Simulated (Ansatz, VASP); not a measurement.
# GaAs in two plane-wave programs, part 2 of 2

One calculation is typed for both programs; each brings its own data sets. How far apart do they land? The cell is taken from a series of runs on this material, whose earlier steps may have relaxed, scaled, displaced or heated it; both programs get it as it stands.

VASP 6.6.1 and Ansatz 0.2.0.

So far: The starting structure; Ansatz: G0W0 gap, PBE, DFT+U.

## Step 3: VASP: G0W0 gap, PBE, DFT+U

Level of this step: G0W0 on PBE+U; plane waves and PAW (Ga_d_GW, As_GW) (VASP).

The same cell, functional and mesh now go to VASP, with its own data sets.

Lines of VASP's logs that name or quote its potential files are left out, and so is its time.

The run reads the wave functions of an earlier VASP run, which isn't shown here.

INCAR

```
SYSTEM = GaAs
PREC = Accurate
ENCUT = 430
ISMEAR = 0
SIGMA = 0.01
LREAL = .FALSE.
GGA = PE
NBANDS = 200
LASPH = .TRUE.
ALGO = EVGW0
NELMGW = 1
ENCUTGW = 150
NOMEGA = 64
PRECFOCK = Fast
NBANDSGW = 24
LWAVE = .FALSE.
LCHARG = .FALSE.
```

POSCAR

```
GaAs
1.0
    0.0000000000      2.8268500000      2.8268500000
    2.8268500000      0.0000000000      2.8268500000
    2.8268500000      2.8268500000      0.0000000000
Ga As
1 1
Direct
    0.0000000000      0.0000000000      0.0000000000
    0.2500000000      0.2500000000      0.2500000000
```

KPOINTS

```
Automatic mesh
0
Gamma
6 6 6
0 0 0
```

PAW data sets: Ga_d_GW and As_GW (PBE family, release 64).

Started as:

```console
> mpirun -np 8 vasp_std
```

Numbers of over 12 decimals in the logs are rounded to 6 here.

What it wrote:

```text
[banner, memory and clock lines left out]
running    8 mpi-ranks, on    1 nodes
 distrk:  each k-point on    8 cores,    1 groups
 distr:  one band on    1 cores,    8 groups

 POSCAR found type information on POSCAR GaAs
 POSCAR found :  2 types and       2 ions
|                                                                             |
|           W    W    AA    RRRRR   N    N  II  N    N   GGGG   !!!           |
|           W    W   A  A   R    R  NN   N  II  NN   N  G    G  !!!           |
|           W    W  A    A  R    R  N N  N  II  N N  N  G       !!!           |
|           W WW W  AAAAAA  RRRRR   N  N N  II  N  N N  G  GGG   !            |
|           WW  WW  A    A  R   R   N   NN  II  N   NN  G    G                |
|           W    W  A    A  R    R  N    N  II  N    N   GGGG   !!!           |
|                                                                             |
|     For optimal performance we recommend to set                             |
|       NCORE = 2 up to number-of-cores-per-socket                            |
|     NCORE specifies how many cores store one orbital (NPAR=cpu/NCORE).      |
|     This setting can greatly improve the performance of VASP for DFT.       |
|     The default, NCORE=1 might be grossly inefficient on modern             |
|     multi-core architectures or massively parallel machines. Do your        |
|     Unfortunately you need to use the default for GW and RPA                |
|     calculations (for HF NCORE is supported but not extensively tested      |
|     yet).                                                                   |
|                                                                             |

|                                                                             |
|           W    W    AA    RRRRR   N    N  II  N    N   GGGG   !!!           |
|           W    W   A  A   R    R  NN   N  II  NN   N  G    G  !!!           |
|           W    W  A    A  R    R  N N  N  II  N N  N  G       !!!           |
|           W WW W  AAAAAA  RRRRR   N  N N  II  N  N N  G  GGG   !            |
|           WW  WW  A    A  R   R   N   NN  II  N   NN  G    G                |
|           W    W  A    A  R    R  N    N  II  N    N   GGGG   !!!           |
|                                                                             |
|     The default for ENCUTGWSOFT is different in this version of VASP.       |
|     please manually set ENCUTGWSOFT =150 in the INCAR file.                 |
|                                                                             |

 LDA part: xc-table for (Slater+PW92), standard interpolation
 found WAVECAR, reading the header
 POSCAR, INCAR and KPOINTS ok, starting setup
 FFT: planning ... GRIDC
 FFT: planning ... GRID_SOFT
 FFT: planning ... GRID
 reading WAVECAR
 the WAVECAR file was read successfully
 initial charge from wavefunction
 available memory per node:     68.69 GB, setting MAXMEM to     70339

 The Fermi energy was updated, please check that it is located mid-gap
 values below the HOMO (VB) or above the LUMO (CB) will cause erroneous energies
 E-fermi :   4.0995

 calculate exact exchange contribution
 the WAVEDER file was read successfully
energies w=
    0.000    0.000    0.226    0.000    0.452    0.000    0.676    0.000
    0.900    0.000    1.121    0.000    1.339    0.000    1.555    0.000
    1.769    0.000    1.980    0.000    2.187    0.000    2.391    0.000
    2.593    0.000    2.792    0.000    2.989    0.000    3.183    0.000
    3.375    0.000    3.566    0.000    3.755    0.000    3.943    0.000
    4.131    0.000    4.319    0.000    4.507    0.000    4.695    0.000
    4.885    0.000    5.077    0.000    5.271    0.000    5.468    0.000
    5.668    0.000    5.873    0.000    6.083    0.000    6.298    0.000
    6.521    0.000    6.751    0.000    6.990    0.000    7.240    0.000
    7.502    0.000    7.776    0.000    8.066    0.000    8.374    0.000
    8.702    0.000    9.053    0.000    9.431    0.000    9.841    0.000
   10.286    0.000   10.775    0.000   11.314    0.000   11.912    0.000
   12.583    0.000   13.340    0.000   14.204    0.000   15.199    0.000
   16.361    0.000   17.735    0.000   19.385    0.000   21.406    0.000
   23.938    0.000   27.199    0.000   31.555    0.000   37.659    0.000
   46.812    0.000   62.019    0.000   92.171    0.000  180.207    0.000
 responsefunction array rank=     200
 LDA part: xc-table for (Slater+PW92), standard interpolation

 min. memory requirement per mpi rank    305.2 MB, per node   2441.9 MB

 allocating   8 responsefunctions rank=   200
 shmem allocating  64 responsefunctions rank=   200
 response function shared by NCSHMEM nodes    1
 Doing            8  frequencies on each core in blocks of           64
NQ=   1    0.0000    0.0000    0.0000,
|.........|.........|.........|.........|.........|.........|.........|.........
 performed        896000 updates of chi_q(r,r)
 total number of BLAS operations        204.77 Gflops
NQ=   2    0.1667    0.0000    0.0000,
|.........|.........|.........|.........|.........|.........|.........|.........
 performed       2445000 updates of chi_q(r,r)
 total number of BLAS operations        571.38 Gflops
NQ=   3    0.3333    0.0000    0.0000,
|.........|.........|.........|.........|.........|.........|.........|.........
 performed       3994000 updates of chi_q(r,r)
 total number of BLAS operations        986.38 Gflops
NQ=   4    0.5000    0.0000    0.0000,
|.........|.........|.........|.........|.........|.........|.........|.........
 performed       5312000 updates of chi_q(r,r)
 total number of BLAS operations       1328.16 Gflops
NQ=   5    0.1667    0.1667    0.0000,
|.........|.........|.........|.........|.........|.........|.........|.........
 performed       6861000 updates of chi_q(r,r)
 total number of BLAS operations       1734.14 Gflops
NQ=   6    0.3333    0.1667    0.0000,
|.........|.........|.........|.........|.........|.........|.........|.........
 performed       9235000 updates of chi_q(r,r)
 total number of BLAS operations       2419.92 Gflops
NQ=   7    0.5000    0.1667    0.0000,
|.........|.........|.........|.........|.........|.........|.........|.........
 performed      11609000 updates of chi_q(r,r)
 total number of BLAS operations       3105.71 Gflops
NQ=   8   -0.3333    0.1667    0.0000,
|.........|.........|.........|.........|.........|.........|.........|.........
 performed      13983000 updates of chi_q(r,r)
 total number of BLAS operations       3791.50 Gflops
NQ=   9   -0.1667    0.1667    0.0000,
|.........|.........|.........|.........|.........|.........|.........|.........
 performed      16050000 updates of chi_q(r,r)
 total number of BLAS operations       4351.45 Gflops
NQ=  10    0.3333    0.3333    0.0000,
|.........|.........|.........|.........|.........|.........|.........|.........
 performed      17599000 updates of chi_q(r,r)
 total number of BLAS operations       4817.84 Gflops
NQ=  11    0.5000    0.3333    0.0000,
|.........|.........|.........|.........|.........|.........|.........|.........
 performed      19973000 updates of chi_q(r,r)
 total number of BLAS operations       5518.14 Gflops
NQ=  12   -0.3333    0.3333    0.0000,
|.........|.........|.........|.........|.........|.........|.........|.........
 performed      22040000 updates of chi_q(r,r)
 total number of BLAS operations       6090.33 Gflops
NQ=  13    0.5000    0.5000    0.0000,
|.........|.........|.........|.........|.........|.........|.........|.........
 performed      23224000 updates of chi_q(r,r)
 total number of BLAS operations       6432.33 Gflops
NQ=  14    0.5000    0.3333    0.1667,
|.........|.........|.........|.........|.........|.........|.........|.........
 performed      25886000 updates of chi_q(r,r)
 total number of BLAS operations       7193.22 Gflops
NQ=  15   -0.3333    0.3333    0.1667,
|.........|.........|.........|.........|.........|.........|.........|.........
 performed      28395000 updates of chi_q(r,r)
 total number of BLAS operations       7948.65 Gflops
NQ=  16   -0.3333    0.5000    0.1667,
|.........|.........|.........|.........|.........|.........|.........|.........
 performed      30472000 updates of chi_q(r,r)
 total number of BLAS operations       8586.97 Gflops
 resolving degeneracies of screened two electron integrals

 calculate QP shifts <psi_nk| G(iteration)W_0 |psi_nk>: iteration 1
 entering main loop
```

OUTCAR, selected parts (step 3):

```text
ion  position               nearest neighbor table
   1  0.000  0.000  0.000-   2 2.45   2 2.45   2 2.45   2 2.45
   2  0.250  0.250  0.250-   1 2.45   1 2.45   1 2.45   1 2.45

  LATTYP: Found a face centered cubic cell.
 ALAT       =     5.6537000000

 Subroutine GETGRP returns: Found 24 space group operations
 (whereof 24 operations were pure point group operations)

The static configuration has the point symmetry T_d .

 Found     16 irreducible k-points:

   k-points           NKPTS =     16   k-points in BZ     NKDIM =    216   number of bands    NBANDS=    200

   dimension x,y,z NGX =    28 NGY =   28 NGZ =   28
   dimension x,y,z NGXF=    56 NGYF=   56 NGZF=   56

   ENCUT  =  430.0 eV  31.60 Ry    5.62 a.u.   6.76  6.76  6.76*2*pi/ulx,y,z

   NELECT =      18.0000    total number of electrons

  energy-cutoff  :      430.00
  volume of cell :       45.18
      direct lattice vectors                 reciprocal lattice vectors
     0.000000000  2.826850000  2.826850000    -0.176875321  0.176875321  0.176875321
     2.826850000  0.000000000  2.826850000     0.176875321 -0.176875321  0.176875321
     2.826850000  2.826850000  0.000000000     0.176875321  0.176875321 -0.176875321

 k-points in reciprocal lattice and weights: Automatic mesh
   0.00000000  0.00000000  0.00000000       0.005
   0.16666667  0.00000000  0.00000000       0.037
   0.33333333  0.00000000  0.00000000       0.037
   0.50000000  0.00000000  0.00000000       0.019
   0.16666667  0.16666667  0.00000000       0.028
   0.33333333  0.16666667  0.00000000       0.111
   0.50000000  0.16666667  0.00000000       0.111
  -0.33333333  0.16666667  0.00000000       0.111
  -0.16666667  0.16666667  0.00000000       0.056
[...]
-0.33333333  0.33333333  0.16666667       0.111
  -0.33333333  0.50000000  0.16666667       0.056

 E-fermi :   4.0995

 QP shifts <psi_nk| G(iteration)W_0 |psi_nk>: iteration 1
 for sc-GW calculations column KS-energies equals QP-energies in previous step
 and V_xc(KS)=  KS-energies - (<T + V_ion + V_H > + <T+V_H+V_ion>^1  + <V_x>^1)
 k-point   1 :       0.0000    0.0000    0.0000
  band No.  KS-energies  QP-energies   sigma(KS)   V_xc(KS)     V^pw_x(r,r')   Z            occupation Imag(sigma)
    ...
      6      -8.8675      -9.2367     -11.7333     -11.1352     -18.1131       0.6172       2.0000       0.8062
      7       3.8279       3.3457     -12.5085     -11.8690     -13.3800       0.7540       2.0000      -0.0009
      8       3.8279       3.3457     -12.5085     -11.8690     -13.3800       0.7540       2.0000      -0.0009
      9       3.8279       3.3457     -12.5085     -11.8690     -13.3800       0.7540       2.0000      -0.0009
     10       4.3711       4.7430     -10.9915     -11.4790      -7.4946       0.7629       0.0000      -0.0992
     11       7.5800       7.5796     -10.0049     -10.0044      -5.6560       0.7498       0.0000      -0.0950
     12       7.5800       7.5796     -10.0049     -10.0044      -5.6560       0.7498       0.0000      -0.0950
     13       7.5800       7.5796     -10.0049     -10.0044      -5.6560       0.7498       0.0000      -0.0950
    ...

 k-point   2 :       0.1667    0.0000    0.0000
  band No.  KS-energies  QP-energies   sigma(KS)   V_xc(KS)     V^pw_x(r,r')   Z            occupation Imag(sigma)
    ...
      6      -8.5521      -8.9415     -11.9142     -11.2937     -18.1883       0.6274       2.0000       0.7869
      7       1.1308       0.6985     -11.9625     -11.3709     -13.4796       0.7307       2.0000       0.0060
      8       3.4533       2.9482     -12.3269     -11.6544     -13.2763       0.7511       2.0000       0.0007
      9       3.4533       2.9482     -12.3269     -11.6544     -13.2763       0.7511       2.0000       0.0007
     10       5.4838       5.6866     -10.5984     -10.8652      -6.9032       0.7602       0.0000      -0.0971
     11       8.1215       8.1407     -10.1381     -10.1639      -5.6413       0.7447       0.0000      -0.1019
     12       8.1215       8.1407     -10.1381     -10.1639      -5.6413       0.7447       0.0000      -0.1019
     13       8.5225       8.5791     -10.3006     -10.3770      -5.8114       0.7420       0.0000      -0.1091
    ...

 k-point   3 :       0.3333    0.0000    0.0000
  band No.  KS-energies  QP-energies   sigma(KS)   V_xc(KS)     V^pw_x(r,r')   Z            occupation Imag(sigma)
    ...
      6      -7.7340      -8.1554     -12.3319     -11.6882     -18.3161       0.6547       2.0000       0.7254
      7      -1.5279      -2.0494     -11.5816     -10.8388     -14.5034       0.7022       2.0000       0.1233
      8       2.9143       2.3726     -12.1818     -11.4557     -13.3243       0.7461       2.0000       0.0057
      9       2.9143       2.3726     -12.1818     -11.4557     -13.3243       0.7461       2.0000       0.0057
     10       5.0629       5.2161     -10.2293     -10.4296      -6.5481       0.7652       0.0000      -0.0999
     11       8.5274       8.5341      -9.8894      -9.8984      -5.2805       0.7440       0.0000      -0.1143
     12       8.5274       8.5341      -9.8894      -9.8984      -5.2805       0.7440       0.0000      -0.1143
     13      11.0887      11.1140      -9.8559      -9.8906      -4.4934       0.7295       0.0000      -0.2289
    ...

 k-point   4 :       0.5000    0.0000    0.0000
  band No.  KS-energies  QP-energies   sigma(KS)   V_xc(KS)     V^pw_x(r,r')   Z            occupation Imag(sigma)
    ...
      6      -7.1234      -7.5451     -12.7054     -12.0719     -18.4791       0.6657       2.0000       0.6651
      7      -2.7824      -3.3352     -11.2086     -10.4103     -14.7191       0.6924       2.0000       0.2293
      8       2.7020       2.1460     -12.1457     -11.3990     -13.3723       0.7445       2.0000       0.0072
      9       2.7020       2.1460     -12.1457     -11.3990     -13.3723       0.7445       2.0000       0.0072
     10       4.8443       4.9872     -10.2104     -10.3972      -6.5851       0.7653       0.0000      -0.1012
     11       8.4611       8.4485      -9.6886      -9.6717      -5.1241       0.7474       0.0000      -0.1145
     12       8.4611       8.4485      -9.6886      -9.6717      -5.1241       0.7474       0.0000      -0.1145
     13      11.5879      11.3496      -7.9798      -7.6578      -2.6372       0.7401       0.0000      -0.2261
    ...

[... 4 further parts left out ...]
```

## Step 4: Comparison

Known differences besides the potentials themselves: U acts on the PAW sphere in VASP and on atomic orbitals in Ansatz, so only states and trends compare; fixed occupations in Ansatz, narrow Gaussian smearing in VASP; the data sets hold 28 valence electrons in Ansatz (on its PAW soft_1 files) and 18 in VASP; the cutoff is 420 eV in Ansatz and 430 eV in VASP; Ansatz integrates over frequency by contour deformation, VASP on a grid of NOMEGA points; Ansatz's G0W0 levels solve the quasiparticle equation, VASP's are linearised. Total energies have different zeros and are not compared.

The two programs side by side:

```tsv
quantity	Ansatz	VASP	difference
G0W0 gap on the mesh (eV)	1.24	1.40	-0.16
Kohn-Sham gap under it (eV)	0.52	0.54	-0.02
```

## Step 5: What came out

| Quantity | Value |
| --- | --- |
| difference in G0W0 gap on the mesh (G0W0 gap, PBE, DFT+U) | -0.16 eV |

In words: The difference in G0W0 gap on the mesh is -0.16 eV (G0W0 gap, PBE, DFT+U). The data sets hold unlike numbers of valence electrons (28 in Ansatz and 18 in VASP), so part of the differences comes from the potentials. Part of the difference in the G0W0 gap can come from VASP's linearised levels. How closely two codes agree says nothing of how well the functional describes the real material.

[Lines on the potential files, build, host, timing and source positions are cut from VASP's logs without a mark.]

[Logs are printed without paths, hosts, clocks, repeated set-up lines and the standing remarks that a program may print on its own settings, such as how far it seeks lower states.]

[Hosts, paths, dates, database ids (printed as entryN), source tags and the programs' standing remarks are cut or masked in the printed files.]
